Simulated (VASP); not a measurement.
```xyz
5
Lattice="4.1009 0.0000 0.0000 0.0000 4.1009 0.0000 0.0000 0.0000 4.1009" Properties=species:S:1:pos:R:3 pbc="T T T"
Ir     0.0000     0.0000     0.0000
Ba     2.0505     2.0505     2.0505
O      2.0505     0.0000     0.0000
O      0.0000     2.0505     0.0000
O      0.0000     0.0000     2.0505
```

All values below come from PBEsol GGA, VASP's PBE PAW potentials (set 64) (plane waves; VASP 6.6.1). Numerical set-up: 400 eV cut-off, 7×7×7 Γ-centred mesh, Gaussian smearing of 0.27 eV, potentials Ir Ba_sv O.

At this cut-off the stress carries a Pulay error, which pulls relaxed volumes low.

Q: Give the stress tensor in GPa (positive for a compressed cell).

A: 
```
-12.92    0.00    0.00
  0.00  -12.92    0.00
  0.00    0.00  -12.92
```
The pressure is its mean diagonal, -12.92 GPa.

The structure comes from a measured BaIrO3 entry of the Crystallography Open Database, whose conditions weren't checked. The cell was not relaxed at this level. The electron count is odd and the run is not spin-polarised, which forces a metal.
